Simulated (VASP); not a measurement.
All values below come from PBE GGA, VASP's PBE PAW potentials (set 64) (plane waves; VASP 6.6.1).

Input for VASP

File POSCAR:
```
Ga35N36
1
    4.8683178924    -8.4321738171     0.0000000000
    4.8683178924     8.4321738171     0.0000000000
    0.0000000000     0.0000000000    10.5562839808
Ga N
35 36
Direct
  0.2222220000   0.1111110000   0.2500000000
  0.1111110000   0.2222220000   0.0000000000
  0.2222220000   0.1111110000   0.7500000000
  0.1075820000   0.2211740000   0.4992540000
  0.2161800000   0.4414330000   0.2457970000
  0.1111110000   0.5555560000   0.0000000000
  0.2260990000   0.4435850000   0.7485860000
  0.1102450000   0.5540330000   0.5045960000
  0.2222220000   0.7777780000   0.2500000000
  0.1111110000   0.8888890000   0.0000000000
  0.2222220000   0.7777780000   0.7500000000
  0.1111110000   0.8888890000   0.5000000000
  0.5555560000   0.1111110000   0.2500000000
  0.4444440000   0.2222220000   0.0000000000
  0.5555560000   0.1111110000   0.7500000000
  0.4461440000   0.2185300000   0.4976840000
  0.5575120000   0.4476160000   0.2539430000
  0.4444440000   0.5555560000   0.0000000000
  0.5498240000   0.4400290000   0.7534860000
  0.5581610000   0.7801050000   0.2519340000
  0.4444440000   0.8888890000   0.0000000000
  0.5520890000   0.7769580000   0.7461350000
  0.4382820000   0.8851620000   0.5028080000
  0.8888890000   0.1111110000   0.2500000000
  0.7777780000   0.2222220000   0.0000000000
  0.8888890000   0.1111110000   0.7500000000
  0.7777780000   0.2222220000   0.5000000000
  0.8888890000   0.4444440000   0.2500000000
  0.7777780000   0.5555560000   0.0000000000
  0.8888890000   0.4444440000   0.7500000000
  0.7761510000   0.5563760000   0.5044320000
  0.8888890000   0.7777780000   0.2500000000
  0.7777780000   0.8888890000   0.0000000000
  0.8888890000   0.7777780000   0.7500000000
  0.7837010000   0.8916840000   0.5036520000
  0.2222220000   0.1111110000   0.4385000000
  0.1111110000   0.2222220000   0.1885000000
  0.2222220000   0.1111110000   0.9385000000
  0.1111110000   0.2222220000   0.6885000000
  0.2230530000   0.4445900000   0.4340300000
  0.1111110000   0.5555560000   0.1885000000
  0.2222220000   0.4444440000   0.9385000000
  0.1111110000   0.5555560000   0.6885000000
  0.2222220000   0.7777780000   0.4385000000
  0.1111110000   0.8888890000   0.1885000000
  0.2222220000   0.7777780000   0.9385000000
  0.1111110000   0.8888890000   0.6885000000
  0.5555560000   0.1111110000   0.4385000000
  0.4444440000   0.2222220000   0.1885000000
  0.5555560000   0.1111110000   0.9385000000
  0.4444440000   0.2222220000   0.6885000000
  0.5519610000   0.4441200000   0.4357410000
  0.4444440000   0.5555560000   0.1885000000
  0.5555560000   0.4444440000   0.9385000000
  0.4435710000   0.5493320000   0.6877560000
  0.5515470000   0.7788450000   0.4339510000
  0.4444440000   0.8888890000   0.1885000000
  0.5555560000   0.7777780000   0.9385000000
  0.4444440000   0.8888890000   0.6885000000
  0.8888890000   0.1111110000   0.4385000000
  0.7777780000   0.2222220000   0.1885000000
  0.8888890000   0.1111110000   0.9385000000
  0.7777780000   0.2222220000   0.6885000000
  0.8888890000   0.4444440000   0.4385000000
  0.7777780000   0.5555560000   0.1885000000
  0.8888890000   0.4444440000   0.9385000000
  0.7777780000   0.5555560000   0.6885000000
  0.8888890000   0.7777780000   0.4385000000
  0.7777780000   0.8888890000   0.1885000000
  0.8888890000   0.7777780000   0.9385000000
  0.7777780000   0.8888890000   0.6885000000
```

### INCAR
```
SYSTEM=Ga35N36
PREC=Normal; ENCUT=400; LREAL=Auto
LASPH=.True.; ISYM=0; NELECT=284.0
EDIFF=1E-5; NELM=100; NELMIN=4
ALGO=Fast; LMAXMIX=4
ISMEAR=0; SIGMA=0.05
GGA=PE
IBRION=2; NSW=60; ISIF=2
EDIFFG=-0.03
LWAVE=.True.; LCHARG=.False.
```

### KPOINTS
```
Automatic mesh
0
Gamma
1 1 1
0 0 0
```

POTCAR, in this order: Ga N (PBE.64 set). Program: vasp_gam.

Output of the run:

OUTCAR:
```
 ion  position               nearest neighbor table
   1  0.222  0.111  0.250-  37 1.98  49 1.98  45 1.98  36 1.99  16 3.23   2 3.24  14 3.24  10 3.24
                            12 3.24   4 3.24   9 3.25  24 3.25  32 3.25  13 3.25   5 3.25  17 3.27
   2  0.111  0.222  0.000-  38 1.98  42 1.98  62 1.98  37 1.99   5 3.19   3 3.24   1 3.24  24 3.24
                            26 3.24   7 3.24  14 3.25  25 3.25  10 3.25  33 3.25  18 3.25   6 3.25
   3  0.222  0.111  0.750-  39 1.98  51 1.98  47 1.98  38 1.99  19 3.20   7 3.22   2 3.24  14 3.24
                            10 3.24  12 3.24  11 3.25  26 3.25  34 3.25  15 3.25   4 3.26  16 3.27
   4  0.108  0.221  0.499-  60 1.95  39 2.00  36 2.00  40 2.01  35 3.18  24 3.21  27 3.22  26 3.23
                             8 3.23   7 3.23   1 3.24  12 3.25   3 3.26   5 3.26  16 3.31
   5  0.216  0.441  0.246-  41 1.95  37 1.95  40 1.99  53 2.02   6 3.19   2 3.19  28 3.20  24 3.20
                            18 3.23   9 3.25   1 3.25   4 3.26  17 3.29   8 3.30  20 3.31
   6  0.111  0.556  0.000-  46 1.98  66 1.98  42 1.98  41 1.99   5 3.19   9 3.24  11 3.24  28 3.24
                            30 3.24  10 3.25  18 3.25  29 3.25  21 3.25  25 3.25   2 3.25   7 3.27
   7  0.226  0.444  0.749-  55 1.94  39 1.97  42 2.01  43 2.02  19 3.17   8 3.21  22 3.21   3 3.22
                            18 3.23   4 3.23   2 3.24  26 3.26   6 3.27  11 3.27  30 3.29
   8  0.110  0.554  0.505-  43 1.94  64 1.99  44 2.01  40 2.02  30 3.19  11 3.20   7 3.21  23 3.21
                             4 3.23  27 3.23  12 3.26  31 3.26  28 3.27   9 3.28   5 3.30
   9  0.222  0.778  0.250-  45 1.98  41 1.98  57 1.98  44 1.99  23 3.23  12 3.24  10 3.24  21 3.24
                             6 3.24   1 3.25  32 3.25  28 3.25  13 3.25   5 3.25  20 3.26   8 3.28
  10  0.111  0.889  0.000-  46 1.98  38 1.98  70 1.98  45 1.99   9 3.24  11 3.24   1 3.24   3 3.24
                            32 3.24  34 3.24   6 3.25  21 3.25  33 3.25   2 3.25  29 3.25  14 3.25
  11  0.222  0.778  0.750-  47 1.98  43 1.98  59 1.98  46 1.99  23 3.18   8 3.20  22 3.22  10 3.24
                            12 3.24   6 3.24  21 3.24   3 3.25  34 3.25  30 3.25  15 3.25   7 3.27
  12  0.111  0.889  0.500-  44 1.98  36 1.98  68 1.98  47 1.99  35 3.20  23 3.20  16 3.24  11 3.24
                             9 3.24   3 3.24  32 3.24  34 3.24   1 3.24  31 3.25   4 3.25   8 3.26
  13  0.556  0.111  0.250-  61 1.98  57 1.98  49 1.98  48 1.99  16 3.19  20 3.24  25 3.24  27 3.24
                            21 3.24  14 3.24  24 3.25  28 3.25   9 3.25   1 3.25  17 3.27  23 3.28
  14  0.444  0.222  0.000-  38 1.98  54 1.98  50 1.98  49 1.99  19 3.19   3 3.24   1 3.24  15 3.24
                            13 3.24   2 3.25  21 3.25  10 3.25  18 3.25  25 3.25  29 3.25  17 3.29
  15  0.556  0.111  0.750-  63 1.98  59 1.98  51 1.98  50 1.99  16 3.23  19 3.23  23 3.23  25 3.24
                            27 3.24  21 3.24  14 3.24  22 3.24  26 3.25  30 3.25  11 3.25   3 3.25
  16  0.446  0.219  0.498-  48 1.93  36 1.99  52 2.01  51 2.01  13 3.19  23 3.21  27 3.21  17 3.22
                             1 3.23  15 3.23  12 3.24  31 3.25   3 3.27  19 3.28   4 3.31
  17  0.558  0.448  0.254-  52 1.92  65 1.98  53 1.99  49 2.02  16 3.22  32 3.22  31 3.22  20 3.23
                            28 3.24  29 3.26  18 3.26  13 3.27   1 3.27  14 3.29   5 3.29
  18  0.444  0.556  0.000-  42 1.98  58 1.98  54 1.98  53 1.99  19 3.20   7 3.23   5 3.23   6 3.25
                            21 3.25   2 3.25  33 3.25  29 3.25  14 3.25  20 3.26  17 3.26  22 3.27
  19  0.550  0.440  0.753-  55 1.95  54 1.95  51 1.96  67 2.04   7 3.17  14 3.19   3 3.20  18 3.20
                            15 3.23  29 3.24  31 3.25  22 3.27  30 3.28  16 3.28  34 3.30
  20  0.558  0.780  0.252-  56 1.92  69 1.97  57 1.99  53 2.01  24 3.22  32 3.23  17 3.23  13 3.24
...
```

### OSZICAR
```
...
RMM:   3    -0.425644850545E+03    0.22527E-01   -0.10528E-02   370   0.242E-01    0.402E-01
RMM:   4    -0.425651110398E+03   -0.62599E-02   -0.37632E-03   369   0.144E-01    0.623E-01
RMM:   5    -0.425649262343E+03    0.18481E-02   -0.12800E-03   364   0.778E-02    0.180E-01
RMM:   6    -0.425649265073E+03   -0.27295E-05   -0.51216E-04   357   0.520E-02    0.967E-02
RMM:   7    -0.425649533495E+03   -0.26842E-03   -0.48550E-04   360   0.376E-02    0.290E-01
RMM:   8    -0.425649124529E+03    0.40897E-03   -0.13861E-04   333   0.247E-02    0.468E-02
RMM:   9    -0.425649180622E+03   -0.56093E-04   -0.47122E-05   270   0.157E-02    0.208E-02
RMM:  10    -0.425649182563E+03   -0.19411E-05   -0.93462E-06   216   0.610E-03
   7 F= -.42564918E+03 E0= -.42561183E+03  d E =-.754730E-01
       N       E                     dE             d eps       ncg     rms          rms(c)
DAV:   1    -0.425664433047E+03   -0.15252E-01   -0.15091E+01   356   0.926E+00    0.890E-01
RMM:   2    -0.425819704795E+03   -0.15527E+00   -0.25367E-01   357   0.102E+00    0.478E+00
RMM:   3    -0.425672199411E+03    0.14751E+00   -0.44339E-02   360   0.475E-01    0.803E-01
RMM:   4    -0.425686026402E+03   -0.13827E-01   -0.16481E-02   377   0.259E-01    0.114E+00
RMM:   5    -0.425680811254E+03    0.52151E-02   -0.60181E-03   374   0.155E-01    0.419E-01
RMM:   6    -0.425679971078E+03    0.84018E-03   -0.25104E-03   356   0.117E-01    0.148E-01
RMM:   7    -0.425680452528E+03   -0.48145E-03   -0.20919E-03   361   0.796E-02    0.429E-01
RMM:   8    -0.425679600553E+03    0.85197E-03   -0.48411E-04   372   0.467E-02    0.126E-01
RMM:   9    -0.425679726492E+03   -0.12594E-03   -0.16220E-04   338   0.290E-02    0.583E-02
RMM:  10    -0.425679736246E+03   -0.97538E-05   -0.47305E-05   274   0.144E-02
   8 F= -.42567974E+03 E0= -.42564244E+03  d E =-.305537E-01
       N       E                     dE             d eps       ncg     rms          rms(c)
DAV:   1    -0.425679888716E+03   -0.16222E-03   -0.31901E-01   384   0.134E+00    0.126E-01
RMM:   2    -0.425683223971E+03   -0.33353E-02   -0.53121E-03   357   0.147E-01    0.956E-01
RMM:   3    -0.425679310859E+03    0.39131E-02   -0.10696E-03   362   0.834E-02    0.138E-01
RMM:   4    -0.425680413010E+03   -0.11022E-02   -0.43388E-04   364   0.524E-02    0.192E-01
RMM:   5    -0.425680255943E+03    0.15707E-03   -0.14826E-04   335   0.244E-02    0.577E-02
RMM:   6    -0.425680251123E+03    0.48195E-05   -0.46276E-05   273   0.166E-02
   9 F= -.42568025E+03 E0= -.42564297E+03  d E =-.310686E-01
       N       E                     dE             d eps       ncg     rms          rms(c)
DAV:   1    -0.425684533954E+03   -0.42780E-02   -0.55013E+00   356   0.569E+00    0.410E-01
RMM:   2    -0.425704692076E+03   -0.20158E-01   -0.84908E-02   356   0.614E-01    0.202E+00
RMM:   3    -0.425689027613E+03    0.15664E-01   -0.15474E-02   386   0.266E-01    0.498E-01
RMM:   4    -0.425694374739E+03   -0.53471E-02   -0.43812E-03   365   0.152E-01    0.774E-01
RMM:   5    -0.425691196072E+03    0.31787E-02   -0.14060E-03   358   0.927E-02    0.170E-01
RMM:   6    -0.425691527666E+03   -0.33159E-03   -0.12396E-03   361   0.724E-02    0.168E-01
RMM:   7    -0.425691800916E+03   -0.27325E-03   -0.78870E-04   362   0.469E-02    0.359E-01
RMM:   8    -0.425691179329E+03    0.62159E-03   -0.31920E-04   359   0.376E-02    0.502E-02
RMM:   9    -0.425691273158E+03   -0.93829E-04   -0.90473E-05   330   0.227E-02    0.280E-02
RMM:  10    -0.425691278498E+03   -0.53396E-05   -0.31461E-05   244   0.104E-02
  10 F= -.42569128E+03 E0= -.42565407E+03  d E =-.110274E-01
       N       E                     dE             d eps       ncg     rms          rms(c)
DAV:   1    -0.425691282138E+03   -0.89798E-05   -0.25147E-02   416   0.385E-01    0.282E-02
RMM:   2    -0.425691361181E+03   -0.79043E-04   -0.38913E-04   356   0.413E-02    0.119E-01
RMM:   3    -0.425691310430E+03    0.50751E-04   -0.71663E-05   288   0.177E-02    0.392E-02
RMM:   4    -0.425691330842E+03   -0.20412E-04   -0.20363E-05   225   0.107E-02    0.548E-02
RMM:   5    -0.425691316140E+03    0.14702E-04   -0.72737E-06   214   0.629E-03    0.127E-02
RMM:   6    -0.425691317454E+03   -0.13146E-05   -0.30843E-06   203   0.429E-03
  11 F= -.42569132E+03 E0= -.42565412E+03  d E =-.110663E-01
       N       E                     dE             d eps       ncg     rms          rms(c)
DAV:   1    -0.425692521629E+03   -0.12055E-02   -0.17457E+00   356   0.327E+00    0.228E-01
RMM:   2    -0.425696194969E+03   -0.36733E-02   -0.28721E-02   356   0.365E-01    0.666E-01
RMM:   3    -0.425695140860E+03    0.10541E-02   -0.55488E-03   402   0.148E-01    0.323E-01
RMM:   4    -0.425695120566E+03    0.20294E-04   -0.83039E-04   356   0.790E-02    0.911E-02
RMM:   5    -0.425695334064E+03   -0.21350E-03   -0.73997E-04   361   0.491E-02    0.262E-01
RMM:   6    -0.425695044297E+03    0.28977E-03   -0.28668E-04   372   0.322E-02    0.998E-02
RMM:   7    -0.425695019152E+03    0.25145E-04   -0.87747E-05   320   0.219E-02    0.223E-02
RMM:   8    -0.425695021457E+03   -0.23050E-05   -0.10199E-04   334   0.161E-02    0.255E-02
RMM:   9    -0.425695029059E+03   -0.76018E-05   -0.15888E-05   221   0.768E-03
  12 F= -.42569503E+03 E0= -.42565795E+03  d E =-.371160E-02
       N       E                     dE             d eps       ncg     rms          rms(c)
DAV:   1    -0.425695019508E+03    0.19494E-05   -0.29086E-03   424   0.132E-01    0.116E-02
RMM:   2    -0.425695026947E+03   -0.74399E-05   -0.60830E-05   290   0.172E-02    0.220E-02
RMM:   3    -0.425695028297E+03   -0.13493E-05   -0.10484E-05   206   0.693E-03    0.284E-02
RMM:   4    -0.425695026202E+03    0.20946E-05   -0.29858E-06   187   0.408E-03
  13 F= -.42569503E+03 E0= -.42565790E+03  d E =-.370875E-02
       N       E                     dE             d eps       ncg     rms          rms(c)
DAV:   1    -0.425695901091E+03   -0.87279E-03   -0.48888E-01   360   0.171E+00    0.205E-01
RMM:   2    -0.425706613107E+03   -0.10712E-01   -0.10774E-02   358   0.211E-01    0.163E+00
RMM:   3    -0.425694301252E+03    0.12312E-01   -0.27511E-03   361   0.132E-01    0.279E-01
RMM:   4    -0.425696608408E+03   -0.23072E-02   -0.98356E-04   374   0.834E-02    0.175E-01
RMM:   5    -0.425696487388E+03    0.12102E-03   -0.22732E-04   357   0.364E-02    0.544E-02
RMM:   6    -0.425696555232E+03   -0.67844E-04   -0.16960E-04   341   0.242E-02    0.139E-01
RMM:   7    -0.425696471032E+03    0.84200E-04   -0.68387E-05   313   0.161E-02    0.565E-02
RMM:   8    -0.425696467465E+03    0.35670E-05   -0.28262E-05   240   0.124E-02
  14 F= -.42569647E+03 E0= -.42565940E+03  d E =-.144126E-02
       N       E                     dE             d eps       ncg     rms          rms(c)
DAV:   1    -0.425696466027E+03    0.50048E-05   -0.52025E-05   320   0.165E-02    0.801E-03
RMM:   2    -0.425696477024E+03   -0.10997E-04   -0.63609E-06   211   0.554E-03    0.501E-02
RMM:   3    -0.425696465218E+03    0.11806E-04   -0.22702E-06   184   0.372E-03    0.105E-02
RMM:   4    -0.425696467193E+03   -0.19751E-05   -0.79485E-07   131   0.263E-03
  15 F= -.42569647E+03 E0= -.42565937E+03  d E =-.144099E-02
       N       E                     dE             d eps       ncg     rms          rms(c)
DAV:   1    -0.425696937492E+03   -0.47227E-03   -0.30411E-01   360   0.134E+00    0.104E-01
RMM:   2    -0.425698341644E+03   -0.14042E-02   -0.49394E-03   356   0.149E-01    0.527E-01
RMM:   3    -0.425697160775E+03    0.11809E-02   -0.10891E-03   386   0.719E-02    0.156E-01
RMM:   4    -0.425697484175E+03   -0.32340E-03   -0.24640E-04   363   0.426E-02    0.164E-01
RMM:   5    -0.425697353550E+03    0.13063E-03   -0.74202E-05   320   0.218E-02    0.374E-02
RMM:   6    -0.425697357908E+03   -0.43586E-05   -0.58780E-05   299   0.147E-02
  16 F= -.42569736E+03 E0= -.42566018E+03  d E =-.890716E-03
```

### OUTCAR
```
------------------------ aborting loop because EDIFF is reached ----------------------------------------
  FORCE on cell =-STRESS in cart. coord.  units (eV):
  Direction    XX          YY          ZZ          XY          YZ          ZX
  --------------------------------------------------------------------------------------
  Total      -15.6064750    -15.1465564    -22.8401802     -0.0106949     -0.0792036     -0.0509585
  in kB      -28.8506674    -28.0004459    -42.2231441     -0.0197710     -0.1464185     -0.0942037
  external PRESSURE =     -33.0247525 kB  Pullay stress =       0.0000000 kB
  volume of cell :      866.68
      direct lattice vectors                 reciprocal lattice vectors
     4.868317892 -8.432173817  0.000000000     0.102704879 -0.059296690  0.000000000
     4.868317892  8.432173817  0.000000000     0.102704879  0.059296690  0.000000000
     0.000000000  0.000000000 10.556283981     0.000000000  0.000000000  0.094730305
  FREE ENERGIE OF THE ION-ELECTRON SYSTEM (eV)
  ---------------------------------------------------
  free  energy   TOTEN  =      -425.6973579084 eV

  energy  without entropy=     -425.6229940467  energy(sigma->0) =     -425.66017598

 reached required accuracy - stopping structural energy minimisation
```
(Selected blocks of OUTCAR.)

### CONTCAR
```
Ga35N36
   1.00000000000000
     4.8683178924000003   -8.4321738171000007    0.0000000000000000
     4.8683178924000003    8.4321738171000007    0.0000000000000000
     0.0000000000000000    0.0000000000000000   10.5562839808000000
  Ga              N
    35    36
Direct
     0.2219058809576619    0.1108396902745311    0.2493441985601695
     0.1106172925717024    0.2213043523453958    0.9993869598445099
     0.2218321707695193    0.1104511090158692    0.7506198672903054
     0.1132294673603223    0.2219076841002975    0.5023734999036840
     0.2214834490791748    0.4441614434899847    0.2490207445312546
     0.1104738241794911    0.5556567695489454    0.9993882298412882
     0.2215306441245068    0.4438300105127450    0.7488506382424147
     0.1131109282325222    0.5576540148162092    0.5022374254027521
     0.2218237354731027    0.7777387067631567    0.2492994068073967
     0.1108971628545614    0.8886939952354547    0.9998834903035595
     0.2218911129139426    0.7774982218595359    0.7505752585035083
     0.1108724675939053    0.8887198340220717    0.4999453064734014
     0.5553364815091308    0.1111228830025741    0.2496585304267005
     0.4439260678094465    0.2212405225764720    0.9993245187776899
     0.5555331040896428    0.1107802043628906    0.7505399239177359
     0.4417824020868330    0.2220376148020150    0.5023396939464476
     0.5552901694166523    0.4441006297495097    0.2491157212480123
     0.4441170324859258    0.5552869357351524    0.9968657260335445
     0.5555221574582745    0.4437589256833412    0.7490259530006323
     0.5554836779502536    0.7781917681065149    0.2490104958283169
     0.4439726221668274    0.8890560073253144    0.9994016931526671
     0.5555782832034497    0.7778572359268324    0.7488884050880013
     0.4417000972156152    0.8861362080803414    0.5022571256752461
     0.8886952293057658    0.1111367649184387    0.2496205709430291
     0.7777273571775257    0.2221942749460449    0.0004726987779672
     0.8885711540431950    0.1108412440091243    0.7505437701024357
     0.7776423226072291    0.2221205916071541    0.5004578968443900
     0.8885049751929268    0.4443374721100764    0.2497075816499938
     0.7782725565425237    0.5557096890681352    0.9993605399377836
     0.8884717250562155    0.4438341333686998    0.7504574381982395
     0.7772245494593293    0.5578853915813491    0.5022004523798875
     0.8886087384166999    0.7777201532643839    0.2493209634356127
     0.7783120027700724    0.8890873162183397    0.9992828621025258
     0.8888935414887986    0.7775551044486512    0.7505108273444517
     0.7773665807883848    0.8862015713876299    0.5022071678657091
     0.2218762466567585    0.1107259555413548    0.4382108567847942
     0.1107108617060709    0.2213674045193037    0.1874520921148956
     0.2218808460940878    0.1105305037135608    0.9384431551717928
     0.1104100160698654    0.2209964509895100    0.6891610836209683
     0.1984322590924137    0.4324707038743035    0.4319896295999631
     0.1104854058492288    0.5559728859375858    0.1874634405008864
     0.2203448551844763    0.4434342589766266    0.9392420132363397
     0.1103593586324603    0.5555150817904054    0.6890669540745772
     0.2217683997005462    0.7776241022938908    0.4382111729157251
     0.1107984053481937    0.8887760709366127    0.1884345513421586
     0.2218483733032102    0.7777152959957372    0.9384590686140494
     0.1109634791339470    0.8885757279075566    0.6882030018220763
     0.5551373397335609    0.1109213818597192    0.4384593490283915
     0.4436487819141730    0.2213148733360994    0.1874544744079473
     0.5558816426595472    0.1111564644866198    0.9386852688425078
     0.4437716133445736    0.2209393355573818    0.6891903806983140
     0.5665586039925247    0.4326694863588386    0.4321028459729401
     0.4440947731581515    0.5555011493951956    0.1873423166539572
     0.5561340179970330    0.4433877158406027    0.9393742206386156
     0.4442687816798824    0.5551631908766878    0.7084238923691190
     0.5670602969911380    0.8010842873867514    0.4318830148548533
     0.4436222537250040    0.8891592936971229    0.1874618185092453
     0.5561408000113512    0.7791614677825399    0.9393013783663036
     0.4437640326009908    0.8889106329581968    0.6890225468134955
     0.8887114996107713    0.1108608162815960    0.4384331972506005
     0.7774626489558580    0.2221393693435453    0.1891447879751788
     0.8884938525783173    0.1111898815848575    0.9387457689723037
     0.7775581348202819    0.2218094706794388    0.6883401076666922
     0.8884883482593293    0.4445123918795850    0.4384143628732770
     0.7781242316454613    0.5558909749863032    0.1875169231107962
     0.8884611311111068    0.4437946397214298    0.9386625611523569
     0.7783927551967991    0.5555889107594578    0.6890447501171035
     0.8889233663110274    0.7777660540391940    0.4381523554334434
     0.7782806815692033    0.8891235859283377    0.1874196442671993
     0.8890654742640876    0.7777565449732894    0.9383514385555562
     0.7784214667474233    0.8889731635475786    0.6890249932902524
```

At this cut-off the stress carries a Pulay error, which pulls relaxed volumes low. The cell is charged, with a uniform compensating background. The supercell is sampled at Γ alone, which is coarse: total energies, pressure and levels can be off, energies of defects by several tenths of an eV.

The cell is a supercell with a defect, built from GaN (wurtzite): vac_Ga, charge +1. The run is not spin-polarised, so no state with unpaired spins was tried.
